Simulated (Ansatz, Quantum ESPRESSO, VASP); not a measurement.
Code comparison for Ir (Fm-3m, 1 atom in the cell)

Self-consistent single point.

```xyz
1
Lattice="0.0000 1.9200 1.9200 1.9200 0.0000 1.9200 1.9200 1.9200 0.0000" Properties=species:S:1:pos:R:3 pbc="T T T"
Ir     0.0000     0.0000     0.0000
```

Shared settings, as Ansatz (a program for electronic structure) writes them: kpoints.mp_grid.grid = 10 10 10; scf.occupations.method = fermi_dirac; scf.occupations.width = 0.1 eV. Potentials and cutoffs stand in the table.

```json
[
 {"code": "VASP", "model": "PBEsol, VASP's PBE PAW potentials (set 64)", "pressure (GPa)": "-2.49", "cutoff": "300 eV"},
 {"code": "Quantum ESPRESSO", "model": "PBEsol, PSlibrary PAW (PBE) pseudopotentials", "pressure (GPa)": "-2.90", "cutoff": "35 Ry"},
 {"code": "Ansatz", "model": "PBEsol, default PAW files made with PBE", "pressure (GPa)": "-2.67", "cutoff": "420 eV"}
]
```

On Ansatz's run: spin-orbit coupling is off. Spin polarisation is off.

The spread over the programs that give each value: pressure within 0.41 GPa.

Ansatz's pressure is given at a fixed set of plane waves, as the other plane-wave codes print theirs; with its correction for the finite basis it is -2.61 GPa.

VASP's run is marked for a possible Pulay error in its stress at this cutoff; no cutoff test was made.

The starting cell has typed, rounded lattice constants, without a prior relaxation at this level.

Left out of this page: ABINIT, GPAW, CP2K, Elk, FLEUR and SIESTA (not drawn, or without a comparable value).

Keys are those of Ansatz 0.2.
